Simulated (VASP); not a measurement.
These are PBE GGA, VASP's PBE PAW potentials (set 64) (plane waves; VASP 6.6.1) values and carry that method's errors.

Input for VASP

**KPOINTS**
```
Automatic mesh
0
G
 14 14 8
```

**POSCAR**
```
Cd
1.0
  1.4458519314  -2.5042911959   0.0000000000
  1.4458519314   2.5042911959   0.0000000000
  0.0000000000   0.0000000000   4.9651208628
Cd
2
direct
  0.3333330000   0.6666670000   0.2500000000
  0.6666670000   0.3333330000   0.7500000000
```

### INCAR
```
# general
SYSTEM   =  Cd
PREC     =  Accurate
ENCUT    =  500
LREAL    =  .FALSE.   # projection in real space or not
LASPH    =  .TRUE.

# electronic loop
EDIFF    =  1E-6   # SCF stop (eV)
NELM     =  100   # most electronic steps
ALGO     =  Normal   # blocked Davidson
LMAXMIX  =  4   # l cut-off of mixed one-centre charges

# smearing
ISMEAR   =  1   # Methfessel-Paxton
SIGMA    =  0.1

# functional
GGA      =  PE

# ions
IBRION   =  2   # conjugate gradients
NSW      =  40   # most ionic steps
ISIF     =  3
EDIFFG   =  -0.02
PSTRESS  =  200   # kbar

# output
LWAVE    =  .FALSE.
LCHARG   =  .FALSE.
```

POTCAR, in this order: Cd (PBE.64 set). Program: vasp_std.

The resulting files:

**OUTCAR**
```
 ion  position               nearest neighbor table
   1  0.333  0.667  0.250-   2 2.99   2 2.99   2 2.99   2 2.99   2 2.99   2 2.99
   2  0.667  0.333  0.750-   1 2.99   1 2.99   1 2.99   1 2.99   1 2.99   1 2.99
  LATTYP: Found a hexagonal cell.
 ALAT       =     2.8917057598
 C/A-ratio  =     1.7170214659
 Subroutine PRICEL returns:
 Original cell was already a primitive cell.
 Subroutine GETGRP returns: Found 24 space group operations
The static configuration has the point symmetry D_3d.
 The point group associated with its full space group is D_6h.
The dynamic configuration has the point symmetry D_3d.
 Subroutine INISYM returns: Found 24 space group operations
 Subroutine IBZKPT returns following result:
 Found    120 irreducible k-points:

 Following reciprocal coordinates:
            Coordinates               Weight
  0.000000  0.000000  0.000000      1.000000
  0.071429  0.000000  0.000000      6.000000
  0.142857 -0.000000  0.000000      6.000000
  0.214286  0.000000  0.000000      6.000000
  0.285714  0.000000  0.000000      6.000000
  0.357143  0.000000  0.000000      6.000000
  0.428571  0.000000  0.000000      6.000000
  0.500000  0.000000  0.000000      3.000000
  0.071429  0.071429  0.000000      6.000000
  0.142857  0.071429  0.000000     12.000000
  0.214286  0.071429  0.000000     12.000000
  0.285714  0.071429  0.000000     12.000000
  0.357143  0.071429  0.000000     12.000000
  0.428571  0.071429  0.000000     12.000000
  0.142857  0.142857  0.000000      6.000000
  0.214286  0.142857  0.000000     12.000000
  0.285714  0.142857  0.000000     12.000000
  0.357143  0.142857  0.000000     12.000000
  0.428571  0.142857  0.000000      6.000000
  0.214286  0.214286  0.000000      6.000000
  0.285714  0.214286  0.000000     12.000000
  0.357143  0.214286  0.000000     12.000000
  0.285714  0.285714  0.000000      6.000000
  0.357143  0.285714  0.000000      6.000000
  0.000000  0.000000  0.125000      2.000000
  0.071429  0.000000  0.125000     12.000000
  0.142857 -0.000000  0.125000     12.000000
  0.214286  0.000000  0.125000     12.000000
  0.285714  0.000000  0.125000     12.000000
  0.357143  0.000000  0.125000     12.000000
  0.428571  0.000000  0.125000     12.000000
  0.500000  0.000000  0.125000      6.000000
  0.071429  0.071429  0.125000     12.000000
  0.142857  0.071429  0.125000     24.000000
  0.214286  0.071429  0.125000     24.000000
  0.285714  0.071429  0.125000     24.000000
  0.357143  0.071429  0.125000     24.000000
  0.428571  0.071429  0.125000     24.000000
  0.142857  0.142857  0.125000     12.000000
  0.214286  0.142857  0.125000     24.000000
   k-points           NKPTS =    120   k-points in BZ     NKDIM =    120   number of bands    NBANDS=     16
   number of dos      NEDOS =    301   number of ions     NIONS =      2
   total plane-waves  NPLWV =  20736
   dimension x,y,z NGX =    24 NGY =   24 NGZ =   36
   dimension x,y,z NGXF=    48 NGYF=   48 NGZF=   72
   ions per type =               2
   PREC   = accura    normal or accurate (medium, high low for compatibility)
   ISTART =      0    job   : 0-new  1-cont  2-samecut
   ICHARG =      2    charge: 1-file 2-atom 10-const
   ISPIN  =      1    spin polarized calculation?
   LNONCOLLINEAR =      F non collinear calculations
   LSORBIT =      F    spin-orbit coupling
   INIWAV =      1    electr: 0-lowe 1-rand  2-diag
   ENCUT  =  500.0 eV  36.75 Ry    6.06 a.u.   5.27  5.27  9.05*2*pi/ulx,y,z
   NELM   =    100;   NELMIN=  2; NELMDL= -5     # of ELM steps
   EDIFF  = 0.1E-05   stopping-criterion for ELM
   LREAL  =      F    real-space projection
...
```

File OSZICAR:
```
       N       E                     dE             d eps       ncg     rms          rms(c)
DAV:   1     0.167741148964E+03    0.16774E+03   -0.13466E+04  3840   0.152E+03
DAV:   2     0.184997175953E+01   -0.16589E+03   -0.16312E+03  3920   0.381E+02
DAV:   3    -0.118971960787E+01   -0.30397E+01   -0.30372E+01  4760   0.620E+01
DAV:   4    -0.119291289092E+01   -0.31933E-02   -0.31932E-02  4464   0.175E+00
DAV:   5    -0.119292117055E+01   -0.82796E-05   -0.82803E-05  4832   0.861E-02    0.751E+00
DAV:   6    -0.104957994891E+01    0.14334E+00   -0.36125E-01  4128   0.858E+00    0.539E+00
DAV:   7    -0.103727641326E+01    0.12304E-01   -0.56926E-02  4712   0.287E+00    0.177E+00
DAV:   8    -0.103608739096E+01    0.11890E-02   -0.74618E-03  4136   0.128E+00    0.115E-01
DAV:   9    -0.103610572661E+01   -0.18336E-04   -0.23227E-05  4920   0.549E-02    0.569E-02
DAV:  10    -0.103614204629E+01   -0.36320E-04   -0.26958E-05  4240   0.589E-02    0.837E-03
DAV:  11    -0.103614142131E+01    0.62498E-06   -0.57037E-07  3040   0.107E-02
   1 F= 0.34522206E+01 E0= 0.34522300E+01  d E =0.345222E+01
       N       E                     dE             d eps       ncg     rms          rms(c)
DAV:   1    -0.103956556660E+01   -0.34235E-02   -0.48735E-02  4080   0.210E+00    0.174E-01
DAV:   2    -0.103885639283E+01    0.70917E-03   -0.63944E-04  4176   0.394E-01    0.935E-02
DAV:   3    -0.103855272312E+01    0.30367E-03   -0.37105E-04  4168   0.212E-01    0.314E-02
DAV:   4    -0.103854333701E+01    0.93861E-05   -0.52791E-05  4536   0.802E-02    0.172E-02
DAV:   5    -0.103854300464E+01    0.33237E-06   -0.91932E-07  2504   0.131E-02
   2 F= 0.34521168E+01 E0= 0.34521411E+01  d E =-.103815E-03
```

OUTCAR:
```
------------------------ aborting loop because EDIFF is reached ----------------------------------------
  FORCE on cell =-STRESS in cart. coord.  units (eV):
  Direction    XX          YY          ZZ          XY          YZ          ZX
  --------------------------------------------------------------------------------------
  Total        4.4668644      4.4668740      4.4605549      0.0000000      0.0000000      0.0000000
  in kB      198.9402285    198.9406526    198.6592222      0.0000000      0.0000000      0.0000000
  external PRESSURE =      -1.1532989 kB  Pullay stress =     200.0000000 kB
  volume of cell :       35.97
      direct lattice vectors                 reciprocal lattice vectors
     1.447436174 -2.507035667 -0.000000000     0.345438375 -0.199438726  0.000000000
     1.447436174  2.507035667  0.000000000     0.345438375  0.199438726  0.000000000
    -0.000000000  0.000000000  4.956793329     0.000000000 -0.000000000  0.201743332
 POSITION                                       TOTAL-FORCE (eV/Angst)
 -----------------------------------------------------------------------------------
      1.44744      0.83568      1.23920        -0.000000     -0.000000      0.000000
      1.44744     -0.83568      3.71759         0.000000      0.000000      0.000000
 -----------------------------------------------------------------------------------
    total drift:                                0.000014      0.000165      0.000002
  FREE ENERGIE OF THE ION-ELECTRON SYSTEM (eV)
  ---------------------------------------------------
  free  energy   TOTEN  =        -1.0385430046 eV

  energy  without entropy=       -1.0384701415  energy(sigma->0) =       -1.03851872
  enthalpy is  TOTEN    =         3.4521167950 eV   P V=        4.4906597996

 reached required accuracy - stopping structural energy minimisation
```
(Selected blocks of OUTCAR.)

CONTCAR:
```
Cd
   1.00000000000000
     1.4474361742767339   -2.5070356665638065   -0.0000000000000000
     1.4474361742767339    2.5070356665638065    0.0000000000000000
    -0.0000000000000000    0.0000000000000000    4.9567933286333208
  Cd
     2
Direct
     0.3333330000000032    0.6666669999999968    0.2500000000000000
     0.6666669999999968    0.3333330000000032    0.7500000000000000
```

OUTCAR:
```
 val. band max:        4.6096618938   @ k =   0.3571   0.2857   0.5000

 cond. band min:       4.6705959126   @ k =   0.2143   0.1429   0.0000


 Fermi energy:         4.6567164300

 k-point     1 :       0.0000    0.0000    0.0000
  band No.  band energies     occupation
      1      -6.2500      2.00000
      2      -5.9711      2.00000
      3      -5.5131      2.00000
      4      -5.3228      2.00000
      5      -5.3228      2.00000
      6      -5.2013      2.00000
      7      -5.2013      2.00000
      8      -4.8247      2.00000
      9      -4.8247      2.00000
     10      -4.2490      2.00000
     11      -4.2490      2.00000
     12       0.9521      2.00000
     13       2.8212      2.00000
     14      18.7227      0.00000
     15      18.8731      0.00000
     16      19.6535      0.00000

 k-point     2 :       0.0714    0.0000    0.0000
  band No.  band energies     occupation
      1      -6.1904      2.00000
      2      -5.8304      2.00000
      3      -5.5212      2.00000
      4      -5.3149      2.00000
      5      -5.2659      2.00000
      6      -5.2152      2.00000
      7      -5.1481      2.00000
      8      -4.8709      2.00000
      9      -4.8514      2.00000
     10      -4.3519      2.00000
     11      -4.2409      2.00000
     12       1.2080      2.00000
     13       2.8846      2.00000
     14      17.2946      0.00000
     15      18.5525      0.00000
     16      18.7472      0.00000

 k-point     3 :       0.1429   -0.0000    0.0000
  band No.  band energies     occupation
      1      -6.0559      2.00000
      2      -5.5850      2.00000
      3      -5.5129      2.00000
      4      -5.2675      2.00000
      5      -5.1033      2.00000
      6      -5.0953      2.00000
      7      -5.0234      2.00000
      8      -4.9967      2.00000
      9      -4.9215      2.00000
     10      -4.5748      2.00000
     11      -4.2229      2.00000
     12       1.9077      2.00000
     13       3.0887      2.00000
...
```

The compound is Cd in the hcp structure. This run relaxes it under an external pressure of 20 GPa. Symmetry was kept, so distortions that lower it aren't found.
